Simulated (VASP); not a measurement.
**Ir(110) in VASP**

Wanted: what it costs to take an electron out of Ir(110), held as cut.

Calculated with VASP 6.6.1; PBE; plane waves and PAW (Ir).

Most raw output is cut from this account.

## (1) The structure

The cell holds 7 atoms: 7 Ir. Its edges and angles: a = 3.840 Å, b = 2.715 Å, c = 26.146 Å, α = 90.0°, β = 90.0°, γ = 90.0°. Vacuum lies along c.

## (2) Vacuum level and density of states

A static run writes the electrostatic potential without exchange and correlation (LVHAR), which is flat in the vacuum and gives the level to count from. The dipole correction cancels the field that unlike faces would set up across the vacuum.

INCAR

```
SYSTEM = Ir
PREC = Normal
ENCUT = 300
EDIFF = 1E-06
NELM = 120
ISMEAR = -1
SIGMA = 0.1
LREAL = .FALSE.
ALGO = Fast
GGA = PE
NBANDS = 50
LASPH = .TRUE.
LORBIT = 11
LWAVE = .FALSE.
LCHARG = .TRUE.
IDIPOL = 3
LDIPOL = .TRUE.
DIPOL = 0.5 0.5 0.5
LVHAR = .TRUE.
LVACPOTAV = .TRUE.
LELF = .TRUE.
NEDOS = 1500
```

POSCAR

```
Ir
1.0
    3.8400000000      0.0000000000      0.0000000000
    0.0000000000      2.7152900398      0.0000000000
    0.0000000000      0.0000000000     26.1458701193
Ir
7
Direct
    0.0000000000      0.0000000000      0.3442226233
    0.5000000000      0.5000000000      0.3961484155
    0.0000000000      0.0000000000      0.4480742078
    0.5000000000      0.5000000000      0.5000000000
    0.0000000000      0.0000000000      0.5519257922
    0.5000000000      0.5000000000      0.6038515845
    0.0000000000      0.0000000000      0.6557773767
```

KPOINTS

```
Automatic mesh
0
Gamma
11 15 1
0 0 0
```

KPOINTS_OPT

```
Line mode
14
Line-mode
Reciprocal
  0.00000000   0.00000000   0.00000000 GAMMA
 -0.50000000   0.00000000   0.00000000 X

 -0.50000000   0.00000000   0.00000000 X
 -0.50000000  -0.50000000   0.00000000 S

 -0.50000000  -0.50000000   0.00000000 S
  0.00000000  -0.50000000   0.00000000 Y

  0.00000000  -0.50000000   0.00000000 Y
  0.00000000   0.00000000   0.00000000 GAMMA

  0.00000000   0.00000000   0.00000000 GAMMA
 -0.50000000  -0.50000000   0.00000000 S
```

PAW data sets: Ir (PBE family, release 64).

Command:

```
$ mpirun -np 2 vasp_std
```

It took 88 s on 2 MPI ranks of Intel Xeon 6975P-C (Granite Rapids), shared host; peak memory 0.57 GiB.

This run has no spin polarisation. Its electron count is odd, so without a moment it is a metal by construction.

This step gave:

| Property | Result |
| --- | --- |
| electronic cycles | 29 |
| electrons | 63 |
| free energy (TOTEN) | -58.1625 eV |
| energy at zero smearing | -58.0168 eV |
| Fermi energy | 0.5262 eV |
| labelled metallic, from the levels on this mesh | yes |
| DOS at the Fermi level | 8.847 states/eV/cell |
| dipole moment | 0, 0, 0 e·Å |
| vacuum levels | 5.559, 5.559 eV |
| work functions of the upper and lower face | 5.033, 5.033 eV |

The electronic bands at the labelled points (eV, zero at the Fermi level; # counts the bands kept):

| point | #29 | #30 | #31 | #32 | #33 | #34 | #35 | #36 |
| --- | --- | --- | --- | --- | --- | --- | --- | --- |
| Γ | -0.98 | -0.83 | -0.70 | -0.56 | 0.08 | 0.24 | 0.51 | 0.53 |
| 0.54 of the way | -0.81 | -0.61 | -0.47 | -0.29 | -0.23 | 0.17 | 0.47 | 0.56 |
| X | -0.81 | -0.48 | -0.03 | 0.01 | 0.19 | 0.35 | 0.36 | 0.36 |
| 0.54 of the way | -1.15 | -0.95 | -0.56 | -0.38 | -0.32 | 0.09 | 0.35 | 0.62 |
| S | 0.58 | 0.81 | 0.82 | 0.89 | 0.91 | 0.96 | 1.15 | 1.18 |
| 0.46 of the way | -0.02 | 0.06 | 0.93 | 0.95 | 1.00 | 1.16 | 1.21 | 2.48 |
| Y | 0.46 | 0.54 | 0.67 | 0.74 | 1.14 | 1.22 | 1.36 | 2.22 |
| 0.54 of the way | -0.80 | -0.67 | -0.54 | -0.37 | -0.11 | 0.01 | 0.36 | 0.65 |
| Γ | -0.98 | -0.83 | -0.70 | -0.56 | 0.08 | 0.24 | 0.51 | 0.53 |
| 0.54 of the way | -1.15 | -0.59 | -0.49 | -0.39 | -0.06 | 0.51 | 0.61 | 0.66 |
| S | 0.58 | 0.81 | 0.82 | 0.89 | 0.91 | 0.96 | 1.15 | 1.18 |

The density of states has structure finer than the step of the table below, so its rows give means over 1 eV, whole bins alone (the curve runs from -11.6 to 7.89 eV). Peaks (eV: height): total -6.2: 7.66, -4.4: 9.78, -3.4: 12.4, 0.6: 10.9; Ir s -7.3: 1.42, 7.0: 0.754; Ir p -4.4: 0.876, -3.4: 0.979, 4.3: 0.776, 5.8: 0.666; Ir d -3.4: 10.3, 0.6: 9.60.

Means over bins of 0.078 eV. Density of states against energy, zero at the Fermi level; means over each step; values in states/eV/cell:

| energy (eV) | total | Ir s | Ir p | Ir d |
| --- | --- | --- | --- | --- |
| -11 | 0.0251 | 0.0208 | 7.3e-4 | 4.9e-5 |
| -10 | 0.305 | 0.242 | 0.0178 | 0.00370 |
| -9 | 0.650 | 0.455 | 0.0672 | 0.0396 |
| -8 | 1.70 | 0.780 | 0.161 | 0.576 |
| -7 | 5.53 | 1.17 | 0.370 | 3.48 |
| -6 | 6.81 | 0.713 | 0.481 | 5.05 |
| -5 | 7.11 | 0.334 | 0.598 | 5.53 |
| -4 | 9.45 | 0.299 | 0.783 | 7.64 |
| -3 | 9.80 | 0.232 | 0.826 | 8.03 |
| -2 | 8.35 | 0.152 | 0.497 | 7.00 |
| -1 | 8.53 | 0.128 | 0.433 | 7.23 |
| 0 | 9.04 | 0.143 | 0.375 | 7.79 |
| 1 | 7.84 | 0.173 | 0.296 | 6.85 |
| 2 | 2.21 | 0.195 | 0.365 | 1.30 |
| 3 | 2.31 | 0.246 | 0.537 | 1.08 |
| 4 | 2.30 | 0.258 | 0.626 | 0.899 |
| 5 | 2.23 | 0.276 | 0.501 | 0.640 |
| 6 | 3.27 | 0.331 | 0.596 | 0.579 |
| 7 | 3.90 | 0.624 | 0.505 | 0.623 |

The planar average of the electrostatic potential oscillates, so the rows of the table below give means over windows of 1.4 Å about each position, cut where the curve ends. Its maxima inside the range that stand out by 2 % of the span (Å: eV): 9.6: -8.94, 11.1: -9.60, 12.4: -9.61, 13.8: -9.61, 15.1: -9.60, 16.6: -8.94. Its minima: 9.1: -9.92, 10.4: -11.1, 11.7: -11.2, 13.1: -11.2, 14.5: -11.2, 15.8: -11.1, 17.0: -9.92.

Zero at the Fermi level. The planar average of the electrostatic potential by height; means over each step:

| height (Å) | planar average of the electrostatic potential (eV) |
| --- | --- |
| 0.70 | 5.03 |
| 2.10 | 5.03 |
| 3.50 | 5.03 |
| 4.90 | 5.03 |
| 6.30 | 4.97 |
| 7.70 | 2.59 |
| 9.10 | -8.45 |
| 10.50 | -10.2 |
| 11.90 | -10.3 |
| 13.30 | -10.3 |
| 14.70 | -10.4 |
| 16.10 | -10.00 |
| 17.50 | -5.62 |
| 18.90 | 4.29 |
| 20.30 | 5.02 |
| 21.70 | 5.03 |
| 23.10 | 5.03 |
| 24.50 | 5.03 |
| 25.90 | 5.03 |

Density of states in the PAW spheres, an atom over height of the layer and energy from the Fermi level.

Ten even steps from '0' (0.08 states/eV) to '9' (1.76 states/eV), each cell a mean:
```
8766678
9645469
9545459
9444449
8555558
8555558
9544459
7444447
6554556
8888888
7889887
5666665
5766675
5756575
2544452
2544452
2554552
2575752
1476741
0355530
0244420
0111110
```
Columns: height of the layer (Å) from 9 to 17.1; rows upwards: energy from the Fermi level (eV) from -7.9 to 0.5.

Force by atom:

| atom | x (eV/Å) | y (eV/Å) | z (eV/Å) | size |
| --- | --- | --- | --- | --- |
| Ir1 | 0.00 | 0.00 | 1.08 | 1.08 |
| Ir2 | 0.00 | 0.00 | -1.09 | 1.09 |
| Ir3 | 0.00 | 0.00 | -0.11 | 0.11 |
| Ir4 | 0.00 | 0.00 | 0.00 | 0.00 |
| Ir5 | 0.00 | 0.00 | 0.11 | 0.11 |
| Ir6 | 0.00 | 0.00 | 1.09 | 1.09 |
| Ir7 | 0.00 | 0.00 | -1.08 | 1.08 |

ELF in the ca plane at fractional y = 0.000, with atoms of Ir within 0.2 Å of it. It is the smooth field of the valence electrons, not physical close to the nuclei.

Values, 6 rows by 16 columns, each cell a mean:
```
0.03 0.15 0.15 0.15 0.31 0.11 0.21 0.30 0.08 0.26 0.25 0.09 0.21 0.06 0.01 0.00
0.02 0.11 0.23 0.32 0.31 0.30 0.31 0.32 0.29 0.31 0.32 0.27 0.16 0.04 0.00 0.00
0.01 0.06 0.15 0.27 0.34 0.22 0.28 0.33 0.19 0.32 0.31 0.19 0.09 0.02 0.00 0.00
0.01 0.07 0.18 0.29 0.33 0.25 0.29 0.32 0.23 0.32 0.31 0.22 0.11 0.03 0.00 0.00
0.02 0.13 0.23 0.29 0.30 0.27 0.29 0.31 0.26 0.30 0.31 0.23 0.18 0.05 0.01 0.00
0.03 0.16 0.11 0.10 0.34 0.06 0.18 0.31 0.03 0.25 0.23 0.03 0.21 0.06 0.01 0.00
```
Columns run along c (16.0 Å, from fractional 0.24 to 0.85 of the cell), rows up along a (3.8 Å). Atoms in or near the plane, at fractional coordinates: Ir at (0.34, 0.00), Ir at (0.45, 0.00), Ir at (0.55, 0.00), Ir at (0.66, 0.00).

Electrostatic potential energy in the ca plane at fractional y = 0.000, with atoms of Ir within 0.2 Å of it. With pseudopotentials it is smooth inside the atoms' cores, unlike the true potential.

Ten even steps from '0' (-49 eV) to '9' (6 eV), each cell a mean:
```
99999841004786200268740004786200268999999999
99999874346887533578864346898533589999999999
99999988778998877889987778998877899999999999
99999999999889999998899999889999999999999999
99999999999888999988899999888999999999999999
99999999999888999988899999888999999999999999
99999998889999888899988888999988999999999999
99999986567898755789876567898755789999999999
99999852125887311368852025887311378999999999
99999740003786100158730003786100168999999999
```
Columns run along c (16.0 Å, from fractional 0.24 to 0.85 of the cell; values clipped at the 3rd and 97th percentile), rows up along a (3.8 Å). Atoms in or near the plane, at fractional coordinates: Ir at (0.34, 0.00), Ir at (0.45, 0.00), Ir at (0.55, 0.00), Ir at (0.66, 0.00).

Valence density in the ca plane at fractional y = 0.000, with atoms of Ir within 0.2 Å of it. It is the smooth field of the valence electrons, not physical close to the nuclei.

Ten even steps from '0' (0.0 e/Å³) to '9' (2.6 e/Å³), each cell a mean:
```
00000147874212588531236874213588620000000000
00000024542111355321124542112355310000000000
00000001221111122111111221111121100000000000
00000000001111100111111011111100000000000000
00000000001111000011110001111000000000000000
00000000001111100011110001111000000000000000
00000000111111111111111111111111000000000000
00000012332111233211113332111233200000000000
00000135763112466421135753112466520000000000
00000148985213599631247974213699630000000000
```
Columns run along c (16.0 Å, from fractional 0.24 to 0.85 of the cell), rows up along a (3.8 Å). Atoms in or near the plane, at fractional coordinates: Ir at (0.34, 0.00), Ir at (0.45, 0.00), Ir at (0.55, 0.00), Ir at (0.66, 0.00).

Only the dipole across the slab is computed (IDIPOL = 3); zeros along the plane are no results.

The map of layer states is cut here 0.5 eV above the Fermi level, so it leaves out the states above that.

The vacuum level lies 5.03 eV above the Fermi level at the upper face; both faces agree, as the slab has next to no dipole.

The program found no field-free point at its default tolerance, but its printed level agrees with the flat part of the planar average.

On this mesh the fine structure of the density of states is sampling noise, and high empty states may be cut by the number of bands.

## (3) Derived quantities

This step: slab, PBE; plane waves and PAW (VASP 6.6.1).

Derived from the runs above.

## (4) Slab, other settings: ISMEAR = 0

This step: PBE; plane waves and PAW (Ir) (VASP 6.6.1).

The run is repeated with some settings moved, to see what they change.

INCAR

```
SYSTEM = Ir
PREC = Normal
ENCUT = 300
EDIFF = 1E-06
NELM = 120
ISMEAR = 0
SIGMA = 0.1
LREAL = .FALSE.
ALGO = Fast
GGA = PE
NBANDS = 39
LASPH = .TRUE.
LORBIT = 11
LWAVE = .FALSE.
LCHARG = .FALSE.
KPAR = 2
IDIPOL = 3
LDIPOL = .TRUE.
DIPOL = 0.5 0.5 0.5
LVHAR = .TRUE.
LVACPOTAV = .TRUE.
KSPACING = 0.3
```

POSCAR is that of step 2.

KPOINTS is that of step 2.

Command:

```
$ mpirun -np 2 vasp_std
```

Elapsed: 46 s, on 2 MPI ranks; peak memory 0.5 GiB.

This step gave:

- electronic cycles: 28
- free energy (TOTEN): -58.0395 eV
- energy at zero smearing: -58.0181 eV
- Fermi energy: 0.5124 eV
- vacuum levels: 5.558, 5.558 eV
- work functions of the upper and lower face: 5.046, 5.046 eV

Force by atom:

| atom | x (eV/Å) | y (eV/Å) | z (eV/Å) | size |
| --- | --- | --- | --- | --- |
| Ir1 | 0.00 | 0.00 | 1.09 | 1.09 |
| Ir2 | 0.00 | 0.00 | -1.03 | 1.03 |
| Ir3 | 0.00 | 0.00 | -0.14 | 0.14 |
| Ir4 | 0.00 | 0.00 | 0.00 | 0.00 |
| Ir5 | 0.00 | 0.00 | 0.14 | 0.14 |
| Ir6 | 0.00 | 0.00 | 1.03 | 1.03 |
| Ir7 | 0.00 | 0.00 | -1.09 | 1.09 |

Settings moved on purpose: ISMEAR = 0.

Against the run that it repeats, NBANDS also differs.

Side by side:

| quantity | this run | the run it repeats | difference |
| --- | --- | --- | --- |
| energy at zero smearing (eV) | -58.018 | -58.017 | -0.00138 |
| free energy (TOTEN) (eV) | -58.039 | -58.162 | 0.123 |
| Fermi energy (eV) | 0.5124 | 0.5262 | -0.0138 |
| electronic cycles | 28 | 29 | -1 |

The total energy moves by -0.2 meV an atom.

## (5) Summary of results

| Property | Result |
| --- | --- |
| work function of the slab | 5.03 eV |

**Reading.** The work function is 5.03 eV at both faces. Spin-orbit coupling is left out, which matters for the heavy elements here. No atom was relaxed. The cell in the plane was kept as given and was not relaxed here.

[Lines on the potential files, build, host, timing and source positions are cut from VASP's logs without a mark.]

[Logs are printed without paths, hosts, clocks, repeated set-up lines and the standing remarks that a program may print on its own settings, such as how far it seeks lower states.]

[Hosts, paths, dates, database ids (printed as entryN), source tags and the programs' standing remarks are cut or masked in the printed files.]

[In band tables of VASP the shares of atoms and orbitals are scaled to a sum of 1 inside the atoms' spheres.]

[Runs that stopped without an error message from VASP are left out.]
